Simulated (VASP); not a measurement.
These are r2SCAN meta-GGA, VASP's PBE PAW potentials (set 64) (plane waves; VASP 6.6.1) values and carry that method's errors.

VASP ran on this input.

KPOINTS:
```
Automatic
0
Gamma
 11 11 11
```

### INCAR
```
! general
SYSTEM   =  SiW
PREC     =  Accurate
ENCUT    =  400
LREAL    =  .FALSE.
LASPH    =  .TRUE.

! electronic loop
EDIFF    =  1E-6
NELM     =  100   ! most electronic steps
ALGO     =  Normal   ! blocked Davidson
LMAXMIX  =  6   ! l cut-off of mixed one-centre charges
LMIXTAU  =  .TRUE.

! smearing
ISMEAR   =  1
SIGMA    =  0.1   ! width (eV)

! functional
METAGGA  =  R2SCAN

! ions
IBRION   =  2   ! conjugate gradients
NSW      =  60
ISIF     =  3   ! ions, shape and volume
EDIFFG   =  -0.01

! output
LWAVE    =  .FALSE.
LCHARG   =  .FALSE.
```

**POSCAR**
```
SiW
1.0
  0.0000000000   2.4996730223   2.4996730223
  2.4996730223   0.0000000000   2.4996730223
  2.4996730223   2.4996730223   0.0000000000
Si W
1 1
Cart
  0.0000000000   0.0000000000   0.0000000000
  2.4996730223   2.4996730223   2.4996730223
```

POTCAR, in this order: Si W_sv (PBE.64 set). Program: vasp_std.

Output

File OSZICAR:
```
       N       E                     dE             d eps       ncg     rms          rms(c)
DAV:   1     0.659633226209E+02    0.65963E+02   -0.10065E+04  1496   0.122E+03
DAV:   2    -0.608840079952E+02   -0.12685E+03   -0.12388E+03  1661   0.336E+02
DAV:   3    -0.639061902967E+02   -0.30222E+01   -0.29054E+01  1744   0.500E+01
DAV:   4    -0.639392246140E+02   -0.33034E-01   -0.32944E-01  1596   0.546E+00
DAV:   5    -0.639396097744E+02   -0.38516E-03   -0.38515E-03  1681   0.626E-01    0.227E+01
DAV:   6    -0.586440431569E+02    0.52956E+01   -0.46193E+00  1576   0.248E+01    0.486E+00
DAV:   7    -0.588035268193E+02   -0.15948E+00   -0.19011E-01  1586   0.414E+00    0.319E+00
DAV:   8    -0.587172532492E+02    0.86274E-01   -0.26231E-01  1521   0.469E+00    0.823E-01
DAV:   9    -0.587760067244E+02   -0.58753E-01   -0.22398E-01  1521   0.425E+00    0.303E-01
DAV:  10    -0.588192298103E+02   -0.43223E-01   -0.37660E-02  1511   0.157E+00    0.207E-01
DAV:  11    -0.588192382464E+02   -0.84361E-05   -0.29652E-04  1691   0.156E-01    0.217E-01
DAV:  12    -0.588191097959E+02    0.12845E-03   -0.18800E-03  1526   0.387E-01    0.333E-02
DAV:  13    -0.588195856299E+02   -0.47583E-03   -0.41143E-04  1491   0.199E-01    0.230E-02
DAV:  14    -0.588196037108E+02   -0.18081E-04   -0.24979E-05  1586   0.477E-02    0.359E-03
DAV:  15    -0.588196104769E+02   -0.67661E-05   -0.48029E-06  1511   0.234E-02    0.309E-03
DAV:  16    -0.588196091484E+02    0.13285E-05   -0.55167E-07   823   0.766E-03    0.168E-03
DAV:  17    -0.588196097700E+02   -0.62165E-06   -0.28216E-07   758   0.493E-03
   1 F= -.58819610E+02 E0= -.58819827E+02  d E =-.588196E+02
```

### OUTCAR
```
------------------------ aborting loop because EDIFF is reached ----------------------------------------
  FORCE on cell =-STRESS in cart. coord.  units (eV):
  Direction    XX          YY          ZZ          XY          YZ          ZX
  --------------------------------------------------------------------------------------
  Total       -0.0162932     -0.0162932     -0.0162932      0.0000000     -0.0000000      0.0000000
  in kB       -0.8356752     -0.8356752     -0.8356752      0.0000000     -0.0000000      0.0000000
  external PRESSURE =      -0.8356752 kB  Pullay stress =       0.0000000 kB
  volume of cell :       31.24
      direct lattice vectors                 reciprocal lattice vectors
     0.000000000  2.499673022  2.499673022    -0.200026162  0.200026162  0.200026162
     2.499673022  0.000000000  2.499673022     0.200026162 -0.200026162  0.200026162
     2.499673022  2.499673022  0.000000000     0.200026162  0.200026162 -0.200026162
 POSITION                                       TOTAL-FORCE (eV/Angst)
 -----------------------------------------------------------------------------------
      0.00000      0.00000      0.00000        -0.000000      0.000000      0.000000
      2.49967      2.49967      2.49967         0.000000     -0.000000     -0.000000
 -----------------------------------------------------------------------------------
    total drift:                               -0.000000     -0.000000      0.000000
  FREE ENERGIE OF THE ION-ELECTRON SYSTEM (eV)
  ---------------------------------------------------
  free  energy   TOTEN  =       -58.8196097700 eV

  energy  without entropy=      -58.8202604857  energy(sigma->0) =      -58.81982668

 reached required accuracy - stopping structural energy minimisation
```
(Selected blocks of OUTCAR.)

The structure was generated: SiW was put into the rocksalt type (Fm-3m), which need not be its known phase. It was relaxed first, which changed the volume by -23 %. The start is the result of an earlier pass.
